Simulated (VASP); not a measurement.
All values below come from optB86b-vdW, VASP's PBE PAW potentials (set 64) (plane waves; VASP).

Input for VASP

### INCAR
```
SYSTEM=MgH2
PREC=Accurate; ENCUT=520; LREAL=.False.
LASPH=.True.
EDIFF=1E-6; NELM=100; ALGO=Normal
ISMEAR=0; SIGMA=0.05
GGA=MK; LUSE_VDW=.True.; AGGAC=0.0
PARAM1=0.1234; PARAM2=1.0
IBRION=2; NSW=60; ISIF=3
EDIFFG=-0.02
LWAVE=.False.; LCHARG=.False.
```

File KPOINTS:
```
Automatic
0
Gamma
 5 5 7
```

### POSCAR
```
MgH2
1
    4.4851654907     0.0000000000     0.0000000000
   -0.0000000000     4.4851654907     0.0000000000
    0.0000000000     0.0000000000     2.9959975163
Mg H
2 4
Direct
  0.0000000000   0.0000000000   0.0000000000
  0.5000000000   0.5000000000   0.5000000000
  0.3043043859   0.3043043859   0.0000000000
  0.8043043859   0.1956956141   0.5000000000
  0.1956956141   0.8043043859   0.5000000000
  0.6956956141   0.6956956141   0.0000000000
```

POTCAR, in this order: Mg H (PBE.64 set). Program: vasp_std.

The run wrote:

**OUTCAR**
```
 ion  position               nearest neighbor table
   1  0.000  0.000  0.000-   3 1.93   6 1.93   5 1.95   4 1.95   4 1.95   5 1.95   2 3.51   2 3.51
                             2 3.51   2 3.51   2 3.51   2 3.51   2 3.51   2 3.51
   2  0.500  0.500  0.500-   4 1.93   5 1.93   3 1.95   6 1.95   3 1.95   6 1.95   1 3.51   1 3.51
                             1 3.51   1 3.51   1 3.51   1 3.51   1 3.51   1 3.51
   3  0.304  0.304  0.000-   1 1.93   2 1.95   2 1.95
   4  0.804  0.196  0.500-   2 1.93   1 1.95   1 1.95
   5  0.196  0.804  0.500-   2 1.93   1 1.95   1 1.95
   6  0.696  0.696  0.000-   1 1.93   2 1.95   2 1.95
  LATTYP: Found a simple tetragonal cell.
 ALAT       =     4.4851654907
 C/A-ratio  =     0.6679792580
 Subroutine PRICEL returns:
 Original cell was already a primitive cell.
 Subroutine GETGRP returns: Found 16 space group operations
The static configuration has the point symmetry D_2h.
 The point group associated with its full space group is D_4h.
The dynamic configuration has the point symmetry D_2h.
 Subroutine INISYM returns: Found 16 space group operations
 Subroutine IBZKPT returns following result:
 Found     24 irreducible k-points:

 Following reciprocal coordinates:
            Coordinates               Weight
  0.000000  0.000000  0.000000      1.000000
  0.200000  0.000000  0.000000      4.000000
  0.400000  0.000000  0.000000      4.000000
  0.200000  0.200000  0.000000      4.000000
  0.400000  0.200000  0.000000      8.000000
  0.400000  0.400000  0.000000      4.000000
  0.000000  0.000000  0.142857      2.000000
  0.200000  0.000000  0.142857      8.000000
  0.400000  0.000000  0.142857      8.000000
  0.200000  0.200000  0.142857      8.000000
  0.400000  0.200000  0.142857     16.000000
  0.400000  0.400000  0.142857      8.000000
  0.000000  0.000000  0.285714      2.000000
  0.200000  0.000000  0.285714      8.000000
  0.400000  0.000000  0.285714      8.000000
  0.200000  0.200000  0.285714      8.000000
  0.400000  0.200000  0.285714     16.000000
  0.400000  0.400000  0.285714      8.000000
  0.000000  0.000000  0.428571      2.000000
  0.200000  0.000000  0.428571      8.000000
  0.400000  0.000000  0.428571      8.000000
  0.200000  0.200000  0.428571      8.000000
  0.400000  0.200000  0.428571     16.000000
  0.400000  0.400000  0.428571      8.000000
   k-points           NKPTS =     24   k-points in BZ     NKDIM =     24   number of bands    NBANDS=      8
   number of dos      NEDOS =    301   number of ions     NIONS =      6
   total plane-waves  NPLWV =  31104
   dimension x,y,z NGX =    36 NGY =   36 NGZ =   24
   dimension x,y,z NGXF=    72 NGYF=   72 NGZF=   48
   ions per type =               2   4
   PREC   = accura    normal or accurate (medium, high low for compatibility)
   ISTART =      0    job   : 0-new  1-cont  2-samecut
   ICHARG =      2    charge: 1-file 2-atom 10-const
   ISPIN  =      1    spin polarized calculation?
   LNONCOLLINEAR =      F non collinear calculations
   LSORBIT =      F    spin-orbit coupling
   INIWAV =      1    electr: 0-lowe 1-rand  2-diag
   ENCUT  =  520.0 eV  38.22 Ry    6.18 a.u.   8.34  8.34  5.57*2*pi/ulx,y,z
   NELM   =    100;   NELMIN=  2; NELMDL= -5     # of ELM steps
   EDIFF  = 0.1E-05   stopping-criterion for ELM
   LREAL  =      F    real-space projection
   NLSPLINE    = F    spline interpolate recip. space projectors
   LMAXMIX     =    2 max onsite mixed and CHGCAR
   VOSKOWN=      0    Vosko Wilk Nusair interpolation
   EDIFFG = -.2E-01   stopping-criterion for IOM
   NSW    =     60    number of steps for IOM
   NBLOCK =      1;   KBLOCK =     60    inner block; outer block
   IBRION =      2    ionic relax: 0-MD 1-quasi-New 2-CG
   NFREE  =      1    steps in history (QN), initial steepest desc. (CG)
   ISIF   =      3    stress and relaxation
   ISYM   =      2    0-nonsym 1-usesym 2-fastsym
...
```

### OSZICAR
```
       N       E                     dE             d eps       ncg     rms          rms(c)
DAV:   1     0.570426535357E+01    0.57043E+01   -0.31376E+03   384   0.750E+02
DAV:   2    -0.155376653272E+02   -0.21242E+02   -0.19804E+02   504   0.836E+01
DAV:   3    -0.163480705389E+02   -0.81041E+00   -0.81041E+00   512   0.231E+01
DAV:   4    -0.163493630627E+02   -0.12925E-02   -0.12925E-02   544   0.983E-01
DAV:   5    -0.163493697577E+02   -0.66949E-05   -0.66949E-05   512   0.559E-02    0.685E+00
DAV:   6    -0.153371301391E+02    0.10122E+01   -0.86751E-01   400   0.569E+00    0.348E+00
DAV:   7    -0.150012881055E+02    0.33584E+00   -0.10904E+00   408   0.684E+00    0.518E-01
DAV:   8    -0.150116787791E+02   -0.10391E-01   -0.20736E-02   440   0.118E+00    0.829E-02
DAV:   9    -0.150116362455E+02    0.42534E-04   -0.65532E-04   560   0.209E-01    0.179E-02
DAV:  10    -0.150116615203E+02   -0.25275E-04   -0.39884E-05   448   0.625E-02    0.930E-03
DAV:  11    -0.150116607006E+02    0.81970E-06   -0.52377E-06   488   0.120E-02
   1 F= -.15011661E+02 E0= -.15011661E+02  d E =-.150117E+02
       N       E                     dE             d eps       ncg     rms          rms(c)
DAV:   1    -0.150119658806E+02   -0.30436E-03   -0.15928E-03   456   0.369E-01    0.201E-02
DAV:   2    -0.150119612799E+02    0.46008E-05   -0.88619E-06   448   0.247E-02    0.115E-02
DAV:   3    -0.150119590690E+02    0.22109E-05   -0.61256E-06   424   0.148E-02    0.123E-03
DAV:   4    -0.150119590848E+02   -0.15819E-07   -0.14568E-07   192   0.275E-03
   2 F= -.15011959E+02 E0= -.15011959E+02  d E =-.298384E-03
```

### OUTCAR
```
------------------------ aborting loop because EDIFF is reached ----------------------------------------
  FORCE on cell =-STRESS in cart. coord.  units (eV):
  Direction    XX          YY          ZZ          XY          YZ          ZX
  --------------------------------------------------------------------------------------
  Total        0.0398979      0.0398979      0.0830940     -0.0000000      0.0000000      0.0000000
  in kB        1.0576427      1.0576427      2.2027155     -0.0000000      0.0000000      0.0000000
  external PRESSURE =       1.4393337 kB  Pullay stress =       0.0000000 kB
  volume of cell :       60.44
      direct lattice vectors                 reciprocal lattice vectors
     4.488276575  0.000000000  0.000000000     0.222802669 -0.000000000  0.000000000
     0.000000000  4.488276575  0.000000000    -0.000000000  0.222802669  0.000000000
     0.000000000  0.000000000  3.000287388     0.000000000  0.000000000  0.333301404
 POSITION                                       TOTAL-FORCE (eV/Angst)
 -----------------------------------------------------------------------------------
      4.48828      4.48828      0.00000         0.000000     -0.000000      0.000000
      2.24414      2.24414      1.50014         0.000000     -0.000000      0.000000
      1.36535      1.36535      0.00000        -0.005349     -0.005349     -0.000000
      3.60949      0.87879      1.50014        -0.005349      0.005349      0.000000
      0.87879      3.60949      1.50014         0.005349     -0.005349     -0.000000
      3.12293      3.12293      0.00000         0.005349      0.005349      0.000000
 -----------------------------------------------------------------------------------
    total drift:                               -0.000000      0.000000     -0.000000
  FREE ENERGIE OF THE ION-ELECTRON SYSTEM (eV)
  ---------------------------------------------------
  free  energy   TOTEN  =       -15.0119590848 eV

  energy  without entropy=      -15.0119590848  energy(sigma->0) =      -15.01195908

 reached required accuracy - stopping structural energy minimisation
```
(Selected blocks of OUTCAR.)

### CONTCAR
```
MgH2
   1.00000000000000
     4.4882765752864673    0.0000000000000000    0.0000000000000000
     0.0000000000000000    4.4882765752864673    0.0000000000000000
     0.0000000000000000    0.0000000000000000    3.0002873877501544
  Mg              H
     2     4
Direct
     1.0000000000000000    1.0000000000000000    0.0000000000000000
     0.5000000000000000    0.5000000000000000    0.5000000000000000
     0.3042036404776190    0.3042036404776190    0.0000000000000000
     0.8042036404776191    0.1957963595223810    0.5000000000000000
     0.1957963595223810    0.8042036404776191    0.5000000000000000
     0.6957963595223809    0.6957963595223809    0.0000000000000000
```

The compound is MgH2 in the rutile structure. This run relaxes it. Symmetry was kept, so distortions that lower it aren't found. The start is the result of an earlier pass.
